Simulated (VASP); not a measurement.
Consider the following.

```
Cd2SrP2
1.0
    4.26259     0.00000     0.00000
   -2.13129     3.69151     0.00000
    0.00000     0.00000     7.08615
Sr Cd P
1 2 2
Direct
  0.00000   0.00000   0.00000
  0.33333   0.66667   0.63509
  0.66667   0.33333   0.36491
  0.66667   0.33333   0.74893
  0.33333   0.66667   0.25107
```

All values below come from LDA (Ceperley-Alder, Perdew-Zunger) with spin-orbit coupling, VASP's LDA PAW potentials (set 64) (plane waves; VASP). Settings: 400 eV cut-off, 6×6×3 Γ-centred mesh, Gaussian smearing of 0.050 eV, potentials Sr_sv Cd P.

What does the run give for the energy per atom (σ→0), band gap (over mesh and band path) with the smallest direct gap where there is one?

| Item | Result |
|---|---|
| band gap (over mesh and band path) | 0.81 eV |
| smallest direct gap (over mesh and band path) | 0.81 eV |
| energy per atom (σ→0) | -4.057 eV/atom |

The structure comes from a computed database's Cd2SrP2 entry (P-3m1); how it stands against other phases isn't given here. It was relaxed first, which changed the volume by -7 %.
